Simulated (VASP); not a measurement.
Data:

```yaml
crystal:
  lattice:
    - [4.55109, 0.00000, 0.00000]
    - [0.00000, 4.55109, 0.00000]
    - [0.00000, 0.00000, 4.55109]
  atoms:
    - { symbol: Cs, position: [0.00000, 0.00000, 0.00000] }
    - { symbol: I, position: [0.50000, 0.50000, 0.50000] }
```

Method: optB88-vdW, VASP's PBE PAW potentials (set 64) (plane waves; VASP). Run with 520 eV cut-off, 7×7×7 Γ-centred mesh, tetrahedra with Blöchl corrections, potentials Cs_sv I.

### Question
Estimate the energy per atom (σ→0).

### Answer

```yaml
energy per atom (σ→0): -0.451 eV/atom
```

Total energies compare only between runs with the same potentials, cut-off and functional.

The compound is CsI in the CsCl type structure. It was relaxed first.
